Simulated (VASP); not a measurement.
Data:

```xyz
2
Lattice="1.3581 -2.3523 0.0000 1.3581 2.3523 0.0000 0.0000 0.0000 4.9411" Properties=species:S:1:pos:R:3 pbc="T T T"
Zn     1.3581     0.7841     1.2353
Zn     1.3581    -0.7841     3.7058
```

Computed with RPBE GGA, VASP's PBE PAW potentials (set 64) (plane waves; VASP 6.6.1). Numerical set-up: 520 eV cut-off, 17×17×8 Γ-centred mesh, tetrahedra with Blöchl corrections, potentials Zn.

**Question.** Predict the energy per atom (σ→0), band gap (on the k-mesh) with the smallest direct gap where there is one.

**Answer.** 
```yaml
band gap (on the k-mesh): none (metal, semimetal or under 0.01 eV)
energy per atom (σ→0): -0.741 eV/atom
```

The absolute energy has meaning only against runs of the same code, potentials and settings.

The compound is Zn in the hcp structure. It was relaxed first.
